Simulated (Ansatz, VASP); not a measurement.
# InP in two plane-wave programs

Aim: how closely do two programs agree when they are given the same cell, functional and k mesh? The cell is taken from a series of runs on this material, whose earlier steps may have relaxed, scaled, displaced or heated it; both programs get it as it stands.

Method: plane waves, with VASP 6.6.1 beside it; zone-centre phonons at PBE, in Ansatz 0.2.0.

### Step 1. Set-up

It takes space group F-43m (No. 216, cubic). Conventional cell: a = 5.754 Å, b = 5.754 Å, c = 5.754 Å, α = 90.00°, β = 90.00°, γ = 90.00°. Nearest to P lie 4 In at 2.49 Å. Nearest to In lie 4 P at 2.49 Å. Farther neighbours are not listed.

Coordinates:

```cif
data_structure
_symmetry_space_group_name_H-M 'P 1'
_symmetry_Int_Tables_number 1
_cell_length_a 4.0687
_cell_length_b 4.0687
_cell_length_c 4.0687
_cell_angle_alpha 60.000
_cell_angle_beta 60.000
_cell_angle_gamma 60.000
_cell_volume 47.63
loop_
_atom_site_label
_atom_site_type_symbol
_atom_site_fract_x
_atom_site_fract_y
_atom_site_fract_z
_atom_site_occupancy
P1 P 0.75000 0.75000 0.75000 1
In2 In 0.00000 0.00000 0.00000 1
```

### Step 2. VASP: zone-centre phonons, PBE

Second derivatives magnify differences that forces hide, and they need a tight electronic threshold.

Lines of VASP's logs that name or quote its potential files are left out, and so is its time.

The input, INCAR:

```
SYSTEM = InP
PREC = Accurate
ENCUT = 500
EDIFF = 1E-08
NELM = 120
ISMEAR = 0
SIGMA = 0.01
LREAL = .FALSE.
ALGO = Normal
GGA = PE
NBANDS = 15
LORBIT = 11
LWAVE = .FALSE.
LCHARG = .FALSE.
ISIF = 2
IBRION = 8
LEPSILON = .TRUE.
LASPH = .TRUE.
GGA_COMPAT = .FALSE.
EFERMI = MIDGAP
KPAR = 2
```

The input, POSCAR:

```
InP
1.0
    0.0000000000      2.8770230457      2.8770230457
    2.8770230457      0.0000000000      2.8770230457
    2.8770230457      2.8770230457      0.0000000000
P In
1 1
Direct
    0.7500000000      0.7500000000      0.7500000000
    0.0000000000      0.0000000000      0.0000000000
```

The input, KPOINTS:

```
Automatic mesh
0
Gamma
20 20 20
0 0 0
```

PAW data sets: P and In_d (PBE family, release 64).

Launch:

```bash
$ mpirun -np 2 vasp_std
```

Numbers of over 12 decimals in the logs are rounded to 6 here.

The log of the run:

```text
[banner, memory and clock lines left out]
running    2 mpi-ranks, on    1 nodes
 distrk:  each k-point on    1 cores,    2 groups
 distr:  one band on    1 cores,    1 groups

 POSCAR found type information on POSCAR P In
 POSCAR found :  2 types and       2 ions
 LDA part: xc-table for (Slater+PW92), standard interpolation
 POSCAR, INCAR and KPOINTS ok, starting setup
 FFT: planning ... GRIDC
 FFT: planning ... GRID_SOFT
 FFT: planning ... GRID
 WAVECAR not read
 entering main loop
       N       E                     dE             d eps       ncg     rms          rms(c)
DAV:   1     0.113256084213E+03    0.11326E+03   -0.83644E+03  7765   0.133E+03
DAV:   2    -0.110737124699E+01   -0.11436E+03   -0.10982E+03  8422   0.313E+02
DAV:   3    -0.853423264323E+01   -0.74269E+01   -0.73911E+01  9990   0.796E+01
DAV:   4    -0.872856758748E+01   -0.19433E+00   -0.19426E+00  9832   0.138E+01
DAV:   5    -0.873729619416E+01   -0.87286E-02   -0.87284E-02 11461   0.250E+00    0.623E+00
DAV:   6    -0.832407826300E+01    0.41322E+00   -0.65371E-01 12267   0.146E+01    0.377E+00
DAV:   7    -0.828862965335E+01    0.35449E-01   -0.19494E-01 10966   0.391E+00    0.132E+00
DAV:   8    -0.828862432861E+01    0.53247E-05   -0.18585E-02  9903   0.179E+00    0.428E-01
DAV:   9    -0.828922278390E+01   -0.59846E-03   -0.15639E-03 10129   0.463E-01    0.191E-01
DAV:  10    -0.828935392685E+01   -0.13114E-03   -0.28838E-04 12129   0.243E-01    0.132E-01
DAV:  11    -0.828942031502E+01   -0.66388E-04   -0.10601E-04  9073   0.102E-01    0.481E-02
DAV:  12    -0.828942029249E+01    0.22536E-07   -0.11073E-05 10110   0.466E-02    0.174E-02
DAV:  13    -0.828942049076E+01   -0.19827E-06   -0.12783E-06  9346   0.704E-03    0.141E-02
DAV:  14    -0.828942067093E+01   -0.18017E-06   -0.32656E-07  9248   0.596E-03    0.209E-03
DAV:  15    -0.828942066158E+01    0.93476E-08   -0.11147E-08  8027   0.108E-03
   1 F= -.82894207E+01 E0= -.82894207E+01  d E =0.000000E+00
 Linear response reoptimize wavefunctions to high precision
DAV:   1    -0.828942067612E+01   -0.14543E-07   -0.46411E-09  9717   0.901E-04
DAV:   2    -0.828942067616E+01   -0.36380E-10   -0.44039E-10  5646   0.163E-04
 Linear response G [H, r] |phi>, progress :
  Direction:   1
       N       E                     dE             d eps       ncg     rms
RMM:   1    -0.470490275172E+02   -0.47049E+02    0.36331E+02  9886   0.134E+02
RMM:   2    -0.623115596044E+02   -0.15263E+02   -0.18913E+01 14555   0.335E+01
RMM:   3    -0.625397486627E+02   -0.22819E+00   -0.23531E+00 14867   0.117E+01
RMM:   4    -0.625507224120E+02   -0.10974E-01   -0.49512E-01 15238   0.473E+00
RMM:   5    -0.625500562096E+02    0.66620E-03   -0.13673E-01 15665   0.203E+00
RMM:   6    -0.625479290358E+02    0.21272E-02    0.67229E-04 16097   0.705E-01
RMM:   7    -0.625499326574E+02   -0.20036E-02   -0.58401E-03 16028   0.254E-01
RMM:   8    -0.625495157720E+02    0.41689E-03    0.31160E-04 17014   0.109E-01
RMM:   9    -0.625495079802E+02    0.77918E-05    0.78986E-04 16248   0.405E-02
RMM:  10    -0.625495987830E+02   -0.90803E-04    0.64625E-05 16832   0.156E-02
RMM:  11    -0.625495998292E+02   -0.10463E-05    0.32734E-04 14976   0.671E-03
RMM:  12    -0.625495946900E+02    0.51393E-05    0.47853E-05 13682   0.326E-03
RMM:  13    -0.625495986737E+02   -0.39837E-05   -0.12721E-05 13035   0.185E-03
RMM:  14    -0.625495989242E+02   -0.25051E-06   -0.27553E-05 12345   0.137E-03
RMM:  15    -0.625495989284E+02   -0.41554E-08    0.29493E-06 10972   0.115E-03
RMM:  16    -0.625495990775E+02   -0.14911E-06   -0.29922E-05  9771   0.110E-03
RMM:  17    -0.625495992199E+02   -0.14246E-06   -0.21860E-05  8826   0.101E-03
RMM:  18    -0.625495992701E+02   -0.50183E-07   -0.23455E-05  8142   0.104E-03
RMM:  19    -0.625495993157E+02   -0.45583E-07   -0.28878E-05  7796   0.985E-04
RMM:  20    -0.625495991190E+02    0.19671E-06   -0.20954E-05  7540   0.101E-03
 Linear response G [H, r] |phi>, progress :
  Direction:   2
       N       E                     dE             d eps       ncg     rms
RMM:   1    -0.468499632036E+02   -0.46850E+02    0.33813E+02  9836   0.132E+02
RMM:   2    -0.652682859469E+02   -0.18418E+02   -0.19341E+01 14464   0.326E+01
RMM:   3    -0.654044711877E+02   -0.13619E+00   -0.21988E+00 14738   0.115E+01
RMM:   4    -0.654133754932E+02   -0.89043E-02   -0.50038E-01 15185   0.471E+00
RMM:   5    -0.654110307175E+02    0.23448E-02   -0.12384E-01 15303   0.191E+00
RMM:   6    -0.654086284133E+02    0.24023E-02    0.12820E-03 15954   0.705E-01
RMM:   7    -0.654106060784E+02   -0.19777E-02   -0.52680E-03 15695   0.243E-01
RMM:   8    -0.654102120513E+02    0.39403E-03    0.27784E-04 16939   0.109E-01
RMM:   9    -0.654102016751E+02    0.10376E-04    0.85457E-04 16067   0.401E-02
RMM:  10    -0.654102895705E+02   -0.87895E-04   -0.24963E-05 16732   0.158E-02
RMM:  11    -0.654102647429E+02    0.24828E-04    0.36936E-04 14910   0.613E-03
[...]
RMM:   8    -0.699491227401E+00    0.19379E-07   -0.46426E-06 15864   0.875E-03
RMM:   9    -0.699491260264E+00   -0.32863E-07    0.56080E-08 15265   0.220E-03
RMM:  10    -0.699491261175E+00   -0.91143E-09   -0.17452E-06 12476   0.503E-04
RMM:  11    -0.699491264256E+00   -0.30812E-08    0.12140E-07 10257   0.271E-04
RMM:  12    -0.699491263440E+00    0.81697E-09   -0.27277E-07  8498   0.171E-04
[...]
RMM:   7    -0.131244690641E+01   -0.21129E-02   -0.10089E-04 63401   0.716E-02    0.124E-02
RMM:   8    -0.131222372911E+01    0.22318E-03   -0.19993E-05 69422   0.360E-02    0.975E-03
RMM:   9    -0.131226462587E+01   -0.40897E-04   -0.13275E-05 75711   0.134E-02    0.860E-03
RMM:  10    -0.131227281937E+01   -0.81935E-05   -0.49532E-06 71308   0.377E-03    0.735E-03
RMM:  11    -0.131226393336E+01    0.88860E-05   -0.27660E-06 65028   0.196E-03    0.280E-03
RMM:  12    -0.131224422600E+01    0.19707E-04   -0.11613E-06 76530   0.789E-04    0.125E-03
RMM:  13    -0.131223991239E+01    0.43136E-05    0.12885E-06 61414   0.240E-04    0.812E-04
RMM:  14    -0.131223692083E+01    0.29916E-05   -0.74841E-07 55987   0.128E-04    0.318E-04
RMM:  15    -0.131223613070E+01    0.79013E-06    0.16728E-07 38800   0.722E-05    0.177E-04
RMM:  16    -0.131223602508E+01    0.10562E-06    0.14617E-07 20558   0.567E-05    0.667E-05
RMM:  17    -0.131223583677E+01    0.18831E-06    0.44613E-08 17002   0.529E-05    0.298E-05
RMM:  18    -0.131223566760E+01    0.16917E-06    0.85131E-08 15438   0.514E-05    0.526E-06
 change of polarisation eV/A/(eV/A) component  2 :     0.354     2.432     0.339
 dielectric tensor                  component  2 :     1.344    10.239     1.290
 Linear response to external field, progress :
  Direction:   3
       N       E                     dE             d eps       ncg     rms          rms(c)
RMM:   1    -0.101732378410E+01   -0.10173E+01   -0.36957E+00 42406   0.602E+00
RMM:   2    -0.127765607998E+01   -0.26033E+00   -0.65435E-02 64247   0.185E+00    0.167E+00
RMM:   3    -0.123989166501E+01    0.37764E-01   -0.34980E-02 66675   0.119E+00    0.998E-01
RMM:   4    -0.128209340976E+01   -0.42202E-01   -0.36584E-02 65381   0.115E+00    0.280E-01
RMM:   5    -0.130685676701E+01   -0.24763E-01   -0.36613E-03 66703   0.421E-01    0.681E-02
RMM:   6    -0.131033385457E+01   -0.34771E-02   -0.45125E-04 69714   0.153E-01    0.530E-02
RMM:   7    -0.131244799144E+01   -0.21141E-02   -0.10311E-04 63394   0.717E-02    0.124E-02
RMM:   8    -0.131222384422E+01    0.22415E-03   -0.37431E-05 69415   0.360E-02    0.975E-03
RMM:   9    -0.131226466988E+01   -0.40826E-04   -0.17255E-05 75686   0.134E-02    0.860E-03
RMM:  10    -0.131227290739E+01   -0.82375E-05   -0.58563E-06 71313   0.377E-03    0.735E-03
RMM:  11    -0.131226404391E+01    0.88635E-05   -0.42269E-06 65016   0.196E-03    0.281E-03
RMM:  12    -0.131224430588E+01    0.19738E-04   -0.21393E-06 76541   0.790E-04    0.125E-03
RMM:  13    -0.131223996274E+01    0.43431E-05    0.11125E-06 61400   0.240E-04    0.812E-04
RMM:  14    -0.131223698147E+01    0.29813E-05   -0.71453E-07 56054   0.128E-04    0.318E-04
RMM:  15    -0.131223619439E+01    0.78708E-06    0.17703E-07 38857   0.722E-05    0.177E-04
RMM:  16    -0.131223608036E+01    0.11403E-06    0.12125E-07 20558   0.568E-05    0.666E-05
RMM:  17    -0.131223589680E+01    0.18357E-06   -0.13783E-08 17021   0.529E-05    0.299E-05
RMM:  18    -0.131223572115E+01    0.17564E-06    0.50398E-08 15478   0.514E-05    0.526E-06
 change of polarisation eV/A/(eV/A) component  3 :     0.307     0.509     2.432
 dielectric tensor                  component  3 :     1.167     1.934    10.239
 Linear response DOF=           2
 Linear response progress:
  Degree of freedom:   1/  2
       N       E                     dE             d eps       ncg     rms          rms(c)
RMM:   1    -0.506047481382E-01   -0.50605E-01    0.36018E-02 73141   0.191E+00
RMM:   2    -0.484449786830E-01    0.21598E-02   -0.38667E-04 56372   0.682E-01    0.158E-01
RMM:   3    -0.491475838546E-01   -0.70261E-03   -0.14734E-03 64384   0.283E-01    0.640E-02
RMM:   4    -0.495253854151E-01   -0.37780E-03   -0.19121E-04 65561   0.105E-01    0.193E-02
RMM:   5    -0.495734171191E-01   -0.48032E-04   -0.18628E-05 68184   0.334E-02    0.121E-02
RMM:   6    -0.495726150302E-01    0.80209E-06   -0.47546E-06 65069   0.125E-02    0.409E-03
RMM:   7    -0.495751319471E-01   -0.25169E-05   -0.36834E-07 66110   0.458E-03    0.197E-03
RMM:   8    -0.495777206438E-01   -0.25887E-05   -0.63159E-08 65170   0.175E-03    0.421E-04
RMM:   9    -0.495773847921E-01    0.33585E-06    0.46678E-07 73965   0.604E-04    0.282E-04
RMM:  10    -0.495775339899E-01   -0.14920E-06   -0.23584E-08 65834   0.245E-04    0.824E-05
RMM:  11    -0.495776359955E-01   -0.10201E-06    0.93567E-08 71967   0.113E-04    0.643E-05
RMM:  12    -0.495776415526E-01   -0.55571E-08   -0.22810E-08 72842   0.469E-05    0.526E-05
 first order change of Fermi-energy  -0.63739E+00
 force on displaced ion       1 direction 1 :  -9.425  -0.000  -0.000
 Born effective charge ion    1 direction 1 :  -2.464   0.000   0.000
 Linear response progress:
  Degree of freedom:   2/  2
       N       E                     dE             d eps       ncg     rms          rms(c)
RMM:   1    -0.231667739035E+00   -0.23167E+00   -0.52487E-02 46931   0.516E+00
RMM:   2    -0.234454995499E+00   -0.27873E-02   -0.15974E-02 59620   0.113E+00    0.978E-02
RMM:   3    -0.234429165012E+00    0.25830E-04   -0.18437E-03 65139   0.349E-01    0.519E-02
RMM:   4    -0.234221818893E+00    0.20735E-03   -0.19833E-04 66797   0.124E-01    0.282E-02
RMM:   5    -0.234160948253E+00    0.60871E-04   -0.40644E-05 67257   0.453E-02    0.796E-03
RMM:   6    -0.234157574993E+00    0.33733E-05   -0.22312E-05 69286   0.167E-02    0.266E-03
RMM:   7    -0.234165545932E+00   -0.79709E-05   -0.13997E-05 69153   0.487E-03    0.126E-03
RMM:   8    -0.234164611658E+00    0.93427E-06   -0.20715E-06 68739   0.208E-03    0.412E-04
RMM:   9    -0.234164003789E+00    0.60787E-06   -0.24029E-06 71443   0.946E-04    0.673E-05
RMM:  10    -0.234163802633E+00    0.20116E-06   -0.45051E-07 74379   0.433E-04    0.396E-05
RMM:  11    -0.234163847449E+00   -0.44815E-07   -0.34385E-07 73793   0.217E-04    0.220E-05
RMM:  12    -0.234163912559E+00   -0.65111E-07   -0.29835E-08 70705   0.129E-04    0.100E-05
RMM:  13    -0.234163943216E+00   -0.30656E-07   -0.68654E-08 73543   0.791E-05    0.638E-06
RMM:  14    -0.234163927099E+00    0.16116E-07    0.42685E-09 75271   0.511E-05    0.458E-06
RMM:  15    -0.234163928523E+00   -0.14234E-08   -0.70436E-09 66462   0.366E-05    0.409E-06
 first order change of Fermi-energy   0.63759E+00
 force on displaced ion       2 direction 1 :  -9.451  -0.000  -0.000
 Born effective charge ion    2 direction 1 :   2.463   0.000   0.000
 Born effective charges drift removed
 Linear response finished
```

From OUTCAR (step 2):

```text
ion  position               nearest neighbor table
   1  0.750  0.750  0.750-   2 2.49   2 2.49   2 2.49   2 2.49
   2  0.000  0.000  0.000-   1 2.49   1 2.49   1 2.49   1 2.49

  LATTYP: Found a face centered cubic cell.
 ALAT       =     5.7540460914

 Subroutine GETGRP returns: Found 24 space group operations
 (whereof 24 operations were pure point group operations)

The static configuration has the point symmetry T_d .

 Found    256 irreducible k-points:

   k-points           NKPTS =    256   k-points in BZ     NKDIM =    256   number of bands    NBANDS=     15

   dimension x,y,z NGX =    30 NGY =   30 NGZ =   30
   dimension x,y,z NGXF=    60 NGYF=   60 NGZF=   60

   ENCUT  =  500.0 eV  36.75 Ry    6.06 a.u.   7.42  7.42  7.42*2*pi/ulx,y,z

   NELECT =      18.0000    total number of electrons

 k-points in reciprocal lattice and weights: Automatic mesh
   0.00000000  0.00000000  0.00000000       0.000
   0.05000000  0.00000000  0.00000000       0.001
   0.10000000  0.00000000  0.00000000       0.001
   0.15000000  0.00000000  0.00000000       0.001
   0.20000000  0.00000000  0.00000000       0.001
   0.25000000  0.00000000  0.00000000       0.001
   0.30000000  0.00000000  0.00000000       0.001
   0.35000000  0.00000000  0.00000000       0.001
   0.40000000  0.00000000  0.00000000       0.001
[...]
-0.30000000  0.50000000  0.20000000       0.002
  -0.25000000  0.50000000  0.25000000       0.001

 average (electrostatic) potential at core
       1 -82.1582       2 -95.0957

  Total        2.3591788      2.3591788      2.3591788      0.0000000      0.0000000     -0.0000000
  in kB       79.3617826     79.3617826     79.3617826      0.0000000      0.0000000     -0.0000000
  external PRESSURE =      79.3617826 kB  Pullay stress =       0.0000000 kB

  energy-cutoff  :      500.00
  volume of cell :       47.63
      direct lattice vectors                 reciprocal lattice vectors
     0.000000000  2.877023046  2.877023046    -0.173790752  0.173790752  0.173790752
     2.877023046  0.000000000  2.877023046     0.173790752 -0.173790752  0.173790752
     2.877023046  2.877023046  0.000000000     0.173790752  0.173790752 -0.173790752

 POSITION                                       TOTAL-FORCE (eV/Angst)
 -----------------------------------------------------------------------------------
      4.31553      4.31553      4.31553         0.000000      0.000000      0.000000
      0.00000      0.00000      0.00000        -0.000000     -0.000000     -0.000000
 -----------------------------------------------------------------------------------
    total drift:                                0.000000      0.000000      0.000000

 MACROSCOPIC STATIC DIELECTRIC TENSOR (including local field effects in DFT)
 ------------------------------------------------------
          10.239123     0.000000    -0.000000
          -0.000000    10.239123     0.000000
           0.000000     0.000000    10.239123
 ------------------------------------------------------

 PIEZOELECTRIC TENSOR (including local field effects)  for field in x, y, z        (C/m^2)
          XX          YY          ZZ          XY          YZ          ZX
  --------------------------------------------------------------------------------
  x    -0.00000    -0.00000     0.00000     0.00000     0.78140     0.00000
  y    -0.00000     0.00000     0.00000     0.00000     0.00000     0.78140
  z     0.00000     0.00000    -0.00000     0.78140     0.00000     0.00000

 BORN EFFECTIVE CHARGES (including local field effects) (in |e|, cummulative output)
 ---------------------------------------------------------------------------------
 ion    1
    1    -2.46485    -0.00000     0.00000
    2     0.00000    -2.46485     0.00000
    3    -0.00000     0.00000    -2.46485
 ion    2
    1     2.46485     0.00000     0.00000
    2     0.00000     2.46485    -0.00000
    3     0.00000     0.00000     2.46485

 Eigenvectors and eigenvalues of the dynamical matrix
 ----------------------------------------------------

   1 f  =    9.720234 THz    61.074032 2PiTHz  324.232111 cm-1    40.199640 meV
             X         Y         Z           dx          dy          dz
      4.315535  4.315535  4.315535     0.887183   -0.000000    0.000000
      0.000000  0.000000  0.000000    -0.461418    0.000000    0.000000

   2 f  =    9.720234 THz    61.074032 2PiTHz  324.232111 cm-1    40.199640 meV
             X         Y         Z           dx          dy          dz
      4.315535  4.315535  4.315535     0.000000   -0.887183    0.000000
      0.000000  0.000000  0.000000     0.000000    0.461418    0.000000

   3 f  =    9.720234 THz    61.074032 2PiTHz  324.232111 cm-1    40.199640 meV
             X         Y         Z           dx          dy          dz
      4.315535  4.315535  4.315535     0.000000    0.000000    0.887183
      0.000000  0.000000  0.000000     0.000000    0.000000   -0.461418

   4 f/i=    0.005418 THz     0.034045 2PiTHz    0.180740 cm-1     0.022409 meV
             X         Y         Z           dx          dy          dz
      4.315535  4.315535  4.315535    -0.461418   -0.000000    0.000000
      0.000000  0.000000  0.000000    -0.887183    0.000000    0.000000

   5 f/i=    0.005418 THz     0.034045 2PiTHz    0.180740 cm-1     0.022409 meV
             X         Y         Z           dx          dy          dz
      4.315535  4.315535  4.315535     0.000000    0.461418    0.000000
      0.000000  0.000000  0.000000    -0.000000    0.887183    0.000000

   6 f/i=    0.005418 THz     0.034045 2PiTHz    0.180740 cm-1     0.022409 meV
             X         Y         Z           dx          dy          dz
      4.315535  4.315535  4.315535     0.000000    0.000000   -0.461418
      0.000000  0.000000  0.000000     0.000000    0.000000   -0.887183

 MACROSCOPIC STATIC DIELECTRIC TENSOR IONIC CONTRIBUTION
 ------------------------------------------------------
           2.445794    -0.000000     0.000000
          -0.000000     2.445794     0.000000
           0.000000     0.000000     2.445794
 ------------------------------------------------------

 ELASTIC MODULI CONTR FROM IONIC RELAXATION (kBar)
 Direction    XX          YY          ZZ          XY          YZ          ZX
 --------------------------------------------------------------------------------
 XX          -0.0000     -0.0000      0.0000     -0.0000      0.0000      0.0000
 YY          -0.0000     -0.0000     -0.0000     -0.0000     -0.0000     -0.0000
 ZZ           0.0000     -0.0000     -0.0000      0.0000     -0.0000      0.0000
 XY          -0.0000     -0.0000      0.0000   -415.4281     -0.0000     -0.0000
 YZ           0.0000     -0.0000     -0.0000     -0.0000   -415.4281      0.0000
 ZX           0.0000     -0.0000      0.0000     -0.0000      0.0000   -415.4281
 --------------------------------------------------------------------------------

 PIEZOELECTRIC TENSOR IONIC CONTR  for field in x, y, z        (C/m^2)
          XX          YY          ZZ          XY          YZ          ZX
  --------------------------------------------------------------------------------
  x     0.00000    -0.00000    -0.00000    -0.00000    -0.94848     0.00000
  y     0.00000    -0.00000     0.00000    -0.00000     0.00000    -0.94848
  z    -0.00000    -0.00000     0.00000    -0.94848    -0.00000    -0.00000
```

(Part 1 of 2 ends here.)

[Lines on the potential files, build, host, timing and source positions are cut from VASP's logs without a mark.]

[Logs are printed without paths, hosts, clocks, repeated set-up lines and the standing remarks that a program may print on its own settings, such as how far it seeks lower states.]

[Hosts, paths, dates, database ids (printed as entryN), source tags and the programs' standing remarks are cut or masked in the printed files.]
